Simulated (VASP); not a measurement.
```xyz
2
Lattice="1.6236 -2.8121 0.0000 1.6236 2.8121 0.0000 0.0000 0.0000 5.1527" Properties=species:S:1:pos:R:3 pbc="T T T"
Zr     1.6236     0.9374     1.2882
Zr     1.6236    -0.9374     3.8645
```

Method: r2SCAN meta-GGA, VASP's PBE PAW potentials (set 64) (plane waves; VASP). Run with 520 eV cut-off, 14×14×8 Γ-centred mesh, tetrahedra with Blöchl corrections, potentials Zr_sv.

Problem. Give the energies of bands 9 to 15 at the high-symmetry points, in eV from the Fermi level.

Solution. 
| band | Γ | M | K | A | L | H |
|---|---|---|---|---|---|---|
| 9 | -6.02 | -2.69 | -2.19 | -4.23 | -3.00 | -1.47 |
| 10 | -3.20 | -2.67 | -1.54 | -4.23 | -3.00 | -1.47 |
| 11 | 0.94 | -2.25 | -1.54 | 0.01 | -1.09 | -1.40 |
| 12 | 0.94 | -0.43 | -1.28 | 0.01 | -1.09 | -1.40 |
| 13 | 0.99 | 0.64 | 0.31 | 0.85 | 1.51 | -0.17 |
| 14 | 1.14 | 0.83 | 0.31 | 0.85 | 1.51 | -0.17 |
| 15 | 1.68 | 1.56 | 1.96 | 0.85 | 2.35 | 2.22 |

It has no gap at this level: it comes out as a metal or semimetal.

The compound is Zr in the hcp structure. It was relaxed first.
